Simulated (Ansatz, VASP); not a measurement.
# Cross-check of ZrPbSO2 between VASP and Ansatz, part 2 of 3

One calculation is typed for both programs; each brings its own data sets. How far apart do they land? The cell is generated by rule, not measured, and may not be a known phase. The cell is taken from a series of runs on this material, whose earlier steps may have relaxed, scaled, displaced or heated it; both programs get it as it stands.

VASP 6.6.1 and Ansatz 0.2.0.

So far: Starting point; Ansatz: zone-centre phonons, PBEsol.

## 3. VASP: zone-centre phonons, PBEsol

Level of this step: PBEsol; plane waves and PAW (Zr_sv, Pb_d, O, S); invented cell (VASP).

The same cell, functional and mesh now go to VASP, with its own data sets.

Lines of VASP's logs that name or quote its potential files are left out, and so is its time.

The input, INCAR:

```
SYSTEM = ZrPbSO2
PREC = Accurate
ENCUT = 600
EDIFF = 1E-08
NELM = 120
ISMEAR = 0
SIGMA = 0.01
LREAL = .FALSE.
ALGO = Normal
GGA = PS
NBANDS = 28
LASPH = .TRUE.
LORBIT = 11
LWAVE = .FALSE.
LCHARG = .FALSE.
ISIF = 2
IBRION = 8
LEPSILON = .TRUE.
GGA_COMPAT = .FALSE.
EFERMI = MIDGAP
KPAR = 2
```

The input, POSCAR:

```
ZrPbSO2
1.0
    4.0356662725      0.0000000000      0.0000000000
    0.0000000000      4.0356662725      0.0000000000
    0.0000000000      0.0000000000      5.2869919513
Zr Pb O S
1 1 2 1
Direct
    0.0000000000      0.0000000000      0.0000000000
    0.5000000000      0.5000000000      0.5000000000
    0.0000000000      0.5000000000      0.9273604938
    0.5000000000      0.0000000000      0.0726395062
    0.0000000000      0.0000000000      0.5000000000
```

The input, KPOINTS:

```
Automatic mesh
0
Gamma
6 6 4
0 0 0
```

PAW data sets: Zr_sv, Pb_d, O and S (PBE family, release 64).

On the command line:

```sh
> mpirun -np 2 vasp_std
```

Log:

```text
[banner, memory and clock lines left out]
running    2 mpi-ranks, on    1 nodes
 distrk:  each k-point on    1 cores,    2 groups
 distr:  one band on    1 cores,    1 groups

 POSCAR found type information on POSCAR ZrPbO S
 POSCAR found :  4 types and       5 ions
|                                                                             |
|               ----> ADVICE to this user running VASP <----                  |
|                                                                             |
|     You enforced a specific xc type in the INCAR file but a different       |
|     [... a line on the potential file left out ...]
|     I HOPE YOU KNOW WHAT YOU ARE DOING!                                     |
|                                                                             |

 LDA part: xc-table for (Slater+PW92), standard interpolation
 POSCAR, INCAR and KPOINTS ok, starting setup
 FFT: planning ... GRIDC
 FFT: planning ... GRID_SOFT
 FFT: planning ... GRID
 WAVECAR not read
 entering main loop
       N       E                     dE             d eps       ncg     rms          rms(c)
DAV:   1     0.543332882596E+03    0.54333E+03   -0.24195E+04  1680   0.191E+03
DAV:   2     0.280734140433E+02   -0.51526E+03   -0.49534E+03  1804   0.492E+02
DAV:   3    -0.404240846417E+02   -0.68497E+02   -0.65960E+02  2128   0.177E+02
DAV:   4    -0.441906136122E+02   -0.37665E+01   -0.37522E+01  2684   0.387E+01
DAV:   5    -0.443317696744E+02   -0.14116E+00   -0.14103E+00  2404   0.629E+00    0.267E+01
DAV:   6    -0.381249937514E+02    0.62068E+01   -0.35126E+01  1896   0.376E+01    0.114E+01
DAV:   7    -0.379368046889E+02    0.18819E+00   -0.38474E+00  2212   0.121E+01    0.788E+00
DAV:   8    -0.378786882948E+02    0.58116E-01   -0.60831E-01  2364   0.584E+00    0.113E+00
DAV:   9    -0.378725313994E+02    0.61569E-02   -0.94125E-02  2388   0.192E+00    0.713E-01
DAV:  10    -0.378727952389E+02   -0.26384E-03   -0.15316E-02  2228   0.984E-01    0.153E-01
DAV:  11    -0.378726156520E+02    0.17959E-03   -0.21019E-03  2408   0.366E-01    0.938E-02
DAV:  12    -0.378726459586E+02   -0.30307E-04   -0.47244E-04  2208   0.190E-01    0.343E-02
DAV:  13    -0.378726462843E+02   -0.32573E-06   -0.47429E-05  2472   0.584E-02    0.158E-02
DAV:  14    -0.378726460760E+02    0.20830E-06   -0.60811E-06  2216   0.204E-02    0.411E-03
DAV:  15    -0.378726463950E+02   -0.31905E-06   -0.78514E-07  2276   0.706E-03    0.211E-03
DAV:  16    -0.378726463074E+02    0.87674E-07   -0.23352E-07  2300   0.412E-03    0.369E-04
DAV:  17    -0.378726462875E+02    0.19814E-07   -0.19110E-08  1444   0.121E-03    0.293E-04
DAV:  18    -0.378726462772E+02    0.10370E-07   -0.35189E-09  1068   0.510E-04    0.130E-04
DAV:  19    -0.378726462733E+02    0.38335E-08   -0.15779E-09  1080   0.397E-04
   1 F= -.37872646E+02 E0= -.37872646E+02  d E =0.000000E+00
 Linear response reoptimize wavefunctions to high precision
DAV:   1    -0.378726462741E+02   -0.73396E-09   -0.59156E-10  1068   0.208E-04
DAV:   2    -0.378726462741E+02   -0.70031E-10   -0.18544E-10  1076   0.133E-04
 Linear response G [H, r] |phi>, progress :
  Direction:   1
       N       E                     dE             d eps       ncg     rms
RMM:   1    -0.172593610861E+03   -0.17259E+03    0.82103E+02  3108   0.179E+02
RMM:   2    -0.157847100992E+03    0.14747E+02   -0.72757E+01  3205   0.485E+01
RMM:   3    -0.159444097763E+03   -0.15970E+01   -0.14664E+01  3558   0.186E+01
RMM:   4    -0.160074943989E+03   -0.63085E+00   -0.44061E+00  3888   0.910E+00
RMM:   5    -0.160439374046E+03   -0.36443E+00   -0.18655E+00  4045   0.463E+00
RMM:   6    -0.160538074199E+03   -0.98700E-01   -0.54932E-01  4146   0.221E+00
RMM:   7    -0.160563544862E+03   -0.25471E-01   -0.15966E-01  4195   0.114E+00
RMM:   8    -0.160569661648E+03   -0.61168E-02   -0.37305E-02  4203   0.612E-01
RMM:   9    -0.160572630913E+03   -0.29693E-02   -0.23010E-02  4219   0.343E-01
RMM:  10    -0.160573061528E+03   -0.43061E-03   -0.29763E-03  4173   0.198E-01
RMM:  11    -0.160573428490E+03   -0.36696E-03   -0.65043E-03  4177   0.120E-01
RMM:  12    -0.160573452155E+03   -0.23665E-04   -0.49906E-03  4079   0.764E-02
RMM:  13    -0.160573482629E+03   -0.30474E-04   -0.62246E-03  4049   0.511E-02
RMM:  14    -0.160573447834E+03    0.34794E-04    0.13399E-04  4010   0.356E-02
RMM:  15    -0.160573485132E+03   -0.37298E-04   -0.37235E-03  3978   0.261E-02
RMM:  16    -0.160573447214E+03    0.37918E-04    0.16152E-03  3924   0.204E-02
RMM:  17    -0.160573491029E+03   -0.43815E-04   -0.24463E-03  3911   0.169E-02
RMM:  18    -0.160573476755E+03    0.14274E-04    0.56170E-04  3879   0.147E-02
RMM:  19    -0.160573480272E+03   -0.35173E-05   -0.87334E-04  3847   0.133E-02
RMM:  20    -0.160573476749E+03    0.35230E-05    0.41738E-04  3824   0.126E-02
[...]
RMM:  10    -0.366712198428E+00   -0.72168E-06    0.17183E-06  7636   0.131E-03    0.550E-05
RMM:  11    -0.366712026580E+00    0.17185E-06   -0.23312E-07  7630   0.796E-04    0.418E-05
RMM:  12    -0.366712562048E+00   -0.53547E-06   -0.15268E-08  7595   0.537E-04    0.170E-05
RMM:  13    -0.366712530331E+00    0.31717E-07   -0.56438E-08  7698   0.389E-04    0.127E-05
RMM:  14    -0.366712601679E+00   -0.71348E-07   -0.25483E-07  7650   0.309E-04    0.112E-05
[...]
RMM:   2    -0.368737287895E+00    0.10572E-01   -0.16938E-02  4796   0.587E-01    0.183E-01
RMM:   3    -0.369812038388E+00   -0.10748E-02   -0.38196E-03  4889   0.260E-01    0.102E-01
RMM:   4    -0.370981379354E+00   -0.11693E-02   -0.93909E-04  5237   0.140E-01    0.352E-02
RMM:   5    -0.371115022738E+00   -0.13364E-03   -0.20228E-04  5814   0.600E-02    0.170E-02
RMM:   6    -0.371075496565E+00    0.39526E-04   -0.54077E-05  5735   0.316E-02    0.419E-03
RMM:   7    -0.371080789020E+00   -0.52925E-05   -0.23744E-05  6388   0.150E-02    0.298E-03
RMM:   8    -0.371084995591E+00   -0.42066E-05   -0.64521E-06  6361   0.756E-03    0.122E-03
RMM:   9    -0.371082298614E+00    0.26970E-05   -0.29795E-06  6481   0.427E-03    0.686E-04
RMM:  10    -0.371084768297E+00   -0.24697E-05    0.72517E-08  6513   0.243E-03    0.236E-04
RMM:  11    -0.371084853229E+00   -0.84932E-07    0.58691E-07  6546   0.145E-03    0.163E-04
RMM:  12    -0.371085250127E+00   -0.39690E-06    0.66301E-07  6593   0.891E-04    0.488E-05
RMM:  13    -0.371085327648E+00   -0.77521E-07    0.55389E-07  6704   0.579E-04    0.331E-05
RMM:  14    -0.371085364517E+00   -0.36869E-07    0.36190E-07  6750   0.403E-04    0.267E-05
RMM:  15    -0.371085504443E+00   -0.13993E-06    0.23671E-07  6521   0.307E-04    0.125E-05
RMM:  16    -0.371085547620E+00   -0.43177E-07    0.28573E-07  6747   0.245E-04    0.783E-06
RMM:  17    -0.371085586182E+00   -0.38562E-07    0.10823E-07  6617   0.209E-04    0.597E-06
RMM:  18    -0.371085619589E+00   -0.33407E-07    0.63688E-08  6624   0.188E-04    0.347E-06
RMM:  19    -0.371085629261E+00   -0.96724E-08   -0.93476E-08  6533   0.173E-04    0.337E-06
 first order change of Fermi-energy  -0.36951E+00
 force on displaced ion       3 direction 3 :   0.000   0.000  -3.850
 Born effective charge ion    3 direction 3 :   0.000   0.000  -2.390
 Linear response progress:
  Degree of freedom:   8/  9
       N       E                     dE             d eps       ncg     rms          rms(c)
RMM:   1    -0.119334968639E+00   -0.11933E+00   -0.93195E-02  6674   0.126E+00
RMM:   2    -0.108938309636E+00    0.10397E-01   -0.12014E-02  5747   0.481E-01    0.134E-01
RMM:   3    -0.109592256800E+00   -0.65395E-03   -0.17421E-03  5959   0.204E-01    0.405E-02
RMM:   4    -0.110015684544E+00   -0.42343E-03   -0.28616E-04  6041   0.860E-02    0.158E-02
RMM:   5    -0.110207613424E+00   -0.19193E-03   -0.58609E-05  6390   0.355E-02    0.119E-02
RMM:   6    -0.110224487856E+00   -0.16874E-04   -0.15940E-05  6726   0.146E-02    0.242E-03
RMM:   7    -0.110244986868E+00   -0.20499E-04   -0.37990E-06  6896   0.639E-03    0.787E-04
RMM:   8    -0.110244581812E+00    0.40506E-06    0.21582E-07  7294   0.316E-03    0.749E-04
RMM:   9    -0.110244716413E+00   -0.13460E-06   -0.10122E-06  7452   0.162E-03    0.117E-04
RMM:  10    -0.110245456435E+00   -0.74002E-06    0.93180E-06  7342   0.927E-04    0.400E-05
RMM:  11    -0.110245524648E+00   -0.68213E-07    0.11218E-06  7709   0.589E-04    0.492E-05
RMM:  12    -0.110245493126E+00    0.31522E-07    0.44883E-06  7729   0.415E-04    0.574E-05
RMM:  13    -0.110245547881E+00   -0.54755E-07   -0.12936E-07  7759   0.329E-04    0.269E-05
RMM:  14    -0.110245554463E+00   -0.65826E-08    0.28631E-06  7744   0.280E-04    0.122E-05
RMM:  15    -0.110245582774E+00   -0.28311E-07    0.15345E-07  7482   0.254E-04    0.580E-06
RMM:  16    -0.110245577459E+00    0.53149E-08    0.12419E-06  7242   0.235E-04    0.105E-05
RMM:  17    -0.110245594981E+00   -0.17522E-07   -0.19641E-07  7230   0.228E-04    0.424E-06
RMM:  18    -0.110245596418E+00   -0.14371E-08    0.12432E-06  7249   0.219E-04    0.544E-06
RMM:  19    -0.110245603841E+00   -0.74230E-08    0.13165E-08  6791   0.218E-04    0.254E-06
 first order change of Fermi-energy  -0.22128E-03
 force on displaced ion       5 direction 1 :  -3.205   0.000   0.001
 Born effective charge ion    5 direction 1 :  -4.201   0.000  -0.000
 Linear response progress:
  Degree of freedom:   9/  9
       N       E                     dE             d eps       ncg     rms          rms(c)
RMM:   1    -0.129019938568E+00   -0.12902E+00   -0.90409E-02  6163   0.128E+00
RMM:   2    -0.120115951079E+00    0.89040E-02   -0.98972E-03  5300   0.437E-01    0.142E-01
RMM:   3    -0.120588655717E+00   -0.47270E-03   -0.14304E-03  5105   0.205E-01    0.556E-02
RMM:   4    -0.121167461559E+00   -0.57881E-03   -0.86838E-04  5458   0.115E-01    0.206E-02
RMM:   5    -0.121232152000E+00   -0.64690E-04   -0.29531E-04  5853   0.557E-02    0.134E-02
RMM:   6    -0.121287813739E+00   -0.55662E-04   -0.78002E-05  5948   0.273E-02    0.412E-03
RMM:   7    -0.121299885894E+00   -0.12072E-04   -0.22834E-05  6190   0.140E-02    0.287E-03
RMM:   8    -0.121303974035E+00   -0.40881E-05   -0.12079E-05  6151   0.749E-03    0.101E-03
RMM:   9    -0.121306540728E+00   -0.25667E-05   -0.33425E-06  6402   0.409E-03    0.423E-04
RMM:  10    -0.121307640636E+00   -0.10999E-05   -0.17682E-05  6317   0.234E-03    0.188E-04
RMM:  11    -0.121308114827E+00   -0.47419E-06   -0.98624E-06  6358   0.143E-03    0.941E-05
RMM:  12    -0.121308055801E+00    0.59026E-07   -0.45004E-06  6568   0.918E-04    0.719E-05
RMM:  13    -0.121307973942E+00    0.81858E-07   -0.24344E-06  6492   0.617E-04    0.320E-05
RMM:  14    -0.121308018040E+00   -0.44097E-07   -0.43320E-06  6565   0.449E-04    0.346E-05
RMM:  15    -0.121308111207E+00   -0.93167E-07   -0.38398E-07  6228   0.359E-04    0.257E-05
RMM:  16    -0.121307994829E+00    0.11638E-06   -0.16310E-06  6164   0.302E-04    0.193E-05
RMM:  17    -0.121308047371E+00   -0.52542E-07   -0.19863E-08  6299   0.262E-04    0.106E-05
RMM:  18    -0.121308061775E+00   -0.14404E-07   -0.12500E-06  6503   0.236E-04    0.628E-06
RMM:  19    -0.121308046586E+00    0.15189E-07    0.42700E-07  6171   0.223E-04    0.783E-06
RMM:  20    -0.121308048542E+00   -0.19562E-08   -0.78468E-07  6197   0.212E-04    0.645E-06
RMM:  21    -0.121308046457E+00    0.20857E-08   -0.62237E-07  5785   0.206E-04    0.817E-06
RMM:  22    -0.121308047131E+00   -0.67413E-09   -0.77322E-07  5564   0.203E-04    0.855E-06
RMM:  23    -0.121308048764E+00   -0.16333E-08    0.80507E-07  5550   0.201E-04    0.846E-06
RMM:  24    -0.121308050811E+00   -0.20467E-08   -0.93766E-07  5381   0.199E-04    0.817E-06
 first order change of Fermi-energy   0.13392E-02
 force on displaced ion       5 direction 3 :   0.000   0.000  -8.396
 Born effective charge ion    5 direction 3 :   0.000   0.000  -3.270
 Born effective charges drift removed
 Linear response finished
```

[end of part 2 of 3]

[Lines on the potential files, build, host, timing and source positions are cut from VASP's logs without a mark.]

[Logs are printed without paths, hosts, clocks, repeated set-up lines and the standing remarks that a program may print on its own settings, such as how far it seeks lower states.]

[Hosts, paths, dates, database ids (printed as entryN), source tags and the programs' standing remarks are cut or masked in the printed files.]
